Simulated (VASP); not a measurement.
Crystal: Al3GaSb4.

```
Ga Al Sb
1.0
     0.00000   -3.08654   -3.08654
     3.08654    6.17308   -3.08654
     6.17308   -3.08654    3.08654
Ga Al Sb
1 3 4
Direct
  0.75000 0.50000 0.25000
  0.50000 0.00000 0.50000
  0.25000 0.50000 0.75000
  0.00000 0.00000 0.00000
  0.81250 0.62500 0.93750
  0.56250 0.12500 0.18750
  0.31250 0.62500 0.43750
  0.06250 0.12500 0.68750
```

The cell comes from a database or a generator and needn't be the stable form of this composition.

- Program: VASP 6.6.1
- Task: relaxation of cell and atoms
- Functional: PBEsol
- Potentials or basis: VASP PAW PBE potentials, release 64 (Ga_d, Al, Sb)
- Cutoff: 600 eV
- k mesh: 3 × 3 × 2
- Occupations: gaussian, width 0.02 eV
- Spin: no spin polarisation

At the start: pressure -0.4 GPa; volume 29.40 Å³/atom.

Question: Where does the relaxation end?

Answer: Over 9 steps the energy falls by 2.8 meV/atom and the volume is 29.17 Å³/atom (-0.8 %); space group Cm (No. 8, to 0.05 Å).

The path:
```
step  energy change (eV)  largest force (eV/Å)  pressure (GPa)  volume (Å³)
   1              0.0000                0.1094           -0.36       235.24
   2             -0.0146                0.1292            0.14       233.00
   3             -0.0146                0.1346            0.19       232.83
   4             -0.0206                0.0578            0.06       233.29
   5             -0.0219                0.0238           -0.03       233.65
   6             -0.0219                0.0210           -0.03       233.62
   7             -0.0220                0.0118            0.02       233.45
   8             -0.0220                0.0104            0.02       233.42
   9             -0.0220                0.0079            0.03       233.37
```

Final structure:
```xyz
8
Lattice="0.0000 -3.1280 -3.1280 3.0343 6.1804 -3.0524 6.0598 -3.0747 3.0747" Properties=species:S:1:pos:R:3 pbc="T T T"
Ga    3.0364   -0.0270   -3.1009
Al    3.0336   -3.1005   -0.0275
Al    6.0683    0.0011   -0.0011
Al    0.0117   -0.0006    0.0006
Sb    7.5776   -1.5664   -1.5615
Sb    1.5144   -1.5558   -1.5721
Sb    4.5325    1.5435   -1.5435
Sb    4.5354   -1.5392    1.5392
```

Caveat: the k mesh is coarse (spacing up to 0.50 Å⁻¹), so the values aren't converged; the PAW data sets were made with another functional, which shifts forces and pressure a little.
